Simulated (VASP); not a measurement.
Here is the system:

```
CELL_PARAMETERS angstrom
      0.00000     2.84153     2.84153
      2.84153     0.00000     2.84153
      2.84153     2.84153     0.00000
ATOMIC_POSITIONS crystal
  Cd 0.00000 0.00000 0.00000
  Se 0.50000 0.50000 0.50000
```

All values below come from r2SCAN meta-GGA, VASP's PBE PAW potentials (set 64) (plane waves; VASP). Numerical set-up: 400 eV cut-off, 12×12×12 Γ-centred mesh, tetrahedra with Blöchl corrections, potentials Cd Se.

Give the energies of bands 7 to 11 at the high-symmetry points, in eV from the Fermi level.

```tsv
band	Γ	X	U	L	W
7	-0.65	-4.32	-3.75	-5.11	-3.32
8	-0.65	-2.18	-3.68	-0.04	-3.32
9	-0.65	-2.18	-1.47	-0.04	-3.03
10	0.85	0.00	1.94	3.58	3.40
11	9.20	5.86	6.81	5.82	6.56
```

It has no gap at this level: it comes out as a metal or semimetal.

The structure comes from a computed database's CdSe entry (Fm-3m); how it stands against other phases isn't given here. It was relaxed first.
